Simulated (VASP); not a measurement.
Consider the following.

```
CELL_PARAMETERS angstrom
      2.84908     0.00000     0.00000
     -1.42454     2.46738     0.00000
      0.00000     0.00000     4.63403
ATOMIC_POSITIONS crystal
  Al 0.33333 0.66667 0.25000
  Al 0.66667 0.33333 0.75000
```

These are PBEsol GGA, VASP's PBE PAW potentials (set 64) (plane waves; VASP) values and carry that method's errors. Settings: 400 eV cut-off, Gaussian smearing of 0.050 eV, potentials Al.

Task: Estimate the band gap (along the path) with the smallest direct gap where there is one.

Result: 
band gap (along the path): none (metal, semimetal or under 0.01 eV)

Total energies compare only between runs with the same potentials, cut-off and functional.

The structure was generated: Al was put into the hcp type (P6_3/mmc), which need not be its known phase. It was relaxed first.
